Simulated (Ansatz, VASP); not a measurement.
Given: the input of a run of Ansatz 0.2.0 on Mg6TiSb. Atoms were shifted at random by some hundredths of an Å from the given cell, which wasn't relaxed again for these runs. The cell comes from a database or a generator and needn't be the stable form of this composition.

File input.yaml:

```yaml
crystal:
  lattice:
    - [5.051157, 0.0, 0.0]
    - [0.0, 3.2003705, 5.3689495]
    - [0.0, -3.2003705, 5.3689495]
  atoms:
    - { symbol: Sb, position: [-0.003215, 0.327777, 0.322847] }
    - { symbol: Ti, position: [0.50608, 0.171134, 0.170591] }
    - { symbol: Mg, position: [0.002269, 0.838483, 0.835334] }
    - { symbol: Mg, position: [0.009896, 0.335016, 0.845657] }
    - { symbol: Mg, position: [0.01341, 0.835138, 0.333439] }
    - { symbol: Mg, position: [0.493055, 0.66861, 0.660372] }
    - { symbol: Mg, position: [0.508939, 0.151406, 0.680787] }
    - { symbol: Mg, position: [0.503305, 0.676131, 0.16556] }
hamiltonian:
  xc: pbe
  pseudopotentials: { kind: paw }
kpoints:
  mp_grid: { grid: [5, 5, 5] }
scf:
  occupations: { method: fermi_dirac, width: 0.05 }
output:
  forces: true
  stress: true
  eigenvalues: true
```

Potentials or basis: Ansatz PAW.

Launch:

```bash
$ ansatz run input.yaml --threads 4 --pin off --max-ram 10240MiB --backend cpu --events-out ev --progress --plain --runs-dir out
```

Task: Set up the same calculation for VASP 6.6.1. Potentials or basis there: PBE PAW files Mg, Sb, Ti_sv, 520 eV.

Result: As run (cutoffs and basis follow the program's own potentials, and thresholds, step limits or extra output files can differ):

INCAR

```
SYSTEM = Mg6TiSb
PREC = Accurate
ENCUT = 520
EDIFF = 1E-7
ISMEAR = -1
SIGMA = 0.05
LREAL = .FALSE.
LASPH = .TRUE.
NELM = 80
ALGO = Normal
ISIF = 2
LWAVE = .FALSE.
LCHARG = .TRUE.
GGA = PE
LELF = .TRUE.
LVHAR = .TRUE.
NBANDS = 24
```

File KPOINTS:

```
Automatic mesh
0
G
  5 5 5
  0 0 0
```

Contents of POSCAR:

```
Mg6TiSb
1.0
    5.0511570000      0.0000000000      0.0000000000
    0.0000000000      3.2003705000      5.3689495000
    0.0000000000     -3.2003705000      5.3689495000
Sb Ti Mg
1 1 6
Direct
   -0.0032150000      0.3277770000      0.3228470000
    0.5060800000      0.1711340000      0.1705910000
    0.0022690000      0.8384830000      0.8353340000
    0.0098960000      0.3350160000      0.8456570000
    0.0134100000      0.8351380000      0.3334390000
    0.4930550000      0.6686100000      0.6603720000
    0.5089390000      0.1514060000      0.6807870000
    0.5033050000      0.6761310000      0.1655600000
```

Potentials or basis: VASP PAW PBE potentials, release 64 (Sb, Ti_sv, Mg).

Command:

```bash
$ cat potpaw_PBE.64/Sb/POTCAR potpaw_PBE.64/Ti_sv/POTCAR potpaw_PBE.64/Mg/POTCAR > POTCAR
$ mpirun -np 1 vasp_std > vasp.out
```

Both were run:

|  | Ansatz | VASP |
| --- | --- | --- |
| Pressure | 0.1 GPa | 0.1 GPa |
| Largest force | 0.318 eV/Å | 0.318 eV/Å |

Ansatz's pressure holds a Pulay term of +0.01 GPa for its cutoff of 420 eV, which the other run lacks.

The potentials hold 87 and 29 valence electrons a cell.

Where Ansatz's input types no cutoff or centring, it takes its own default and a Γ-centred mesh.

Pressure is positive in compression.
